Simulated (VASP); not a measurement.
## NiAl (relaxed from the rock salt structure, space group Fm-3m): computed properties

All values below come from PBEsol GGA, VASP's PBE PAW potentials (set 64) (plane waves; VASP).

- space group = Fm-3m (225)
- cell = a = b = c = 4.797 Å, α = β = γ = 90.00°
- volume per atom = 13.80 Å³/atom
- band gap (over mesh and band path) = none (metal, semimetal or under 0.01 eV)
- density = 5.15 g/cm³

```
CELL_PARAMETERS angstrom
      0.00000     2.39865     2.39865
      2.39865     0.00000     2.39865
      2.39865     2.39865     0.00000
ATOMIC_POSITIONS crystal
  Ni 0.00000 0.00000 0.00000
  Al 0.50000 0.50000 0.50000
```

The structure was generated: NiAl was put into the rock salt type (Fm-3m), which need not be its known phase. It was relaxed first, which changed the volume by -26 %. Symmetry was kept, so distortions that lower it aren't found.
